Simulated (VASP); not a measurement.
Input of a VASP 6.6.1 run:

Contents of INCAR:

```
SYSTEM = HfSi2B4
  PREC = Accurate
  ENCUT = 520
  EDIFF = 1E-7
  ISMEAR = 0
  SIGMA = 0.1
  LREAL = .FALSE.
  LASPH = .TRUE.
  NELM = 120
  ALGO = Normal
  ISIF = 3
  LWAVE = .FALSE.
  LCHARG = .FALSE.
  GGA = PE
  IBRION = 2
  NSW = 60
  EDIFFG = -0.005
  POTIM = 0.3
  KPAR = 4
```

Contents of KPOINTS:

```
Automatic mesh
0
G
  8 8 6
  0 0 0
```

POSCAR

```
HfSi2B4                                 
1.0
    4.2537876943     -0.0000000000      0.0000000000
   -0.0000000000      4.2537876943     -0.0000000000
    0.0000000000      0.0000000000      5.3542854249
  Hf              Si              B             
     1     2     4
Direct
     0.0000000000000000    0.0000000000000000    0.0000000000000000
     0.5000000000000000    0.5000000000000000    0.5000000000000000
     0.0000000000000000    0.0000000000000000    0.5000000000000000
     0.7853458954837803    0.5000000000000000    0.0000000000000000
     0.2146541045162197    0.5000000000000000    0.0000000000000000
     0.5000000000000000    0.7853458954837803    0.0000000000000000
     0.5000000000000000    0.2146541045162197    0.0000000000000000
```

Potentials or basis: VASP PAW PBE potentials, release 64 (Hf_pv, Si, B).

Launch:

```console
$ cat potpaw_PBE.64/Hf_pv/POTCAR potpaw_PBE.64/Si/POTCAR potpaw_PBE.64/B/POTCAR > POTCAR
$ mpirun -np 4 vasp_std > vasp.out
```

(1) What does it give for the band gap on the k mesh?

Results:

(1) none (metal or under the smearing width).

Caveat: the relaxation stopped at its first step, so nothing moved.
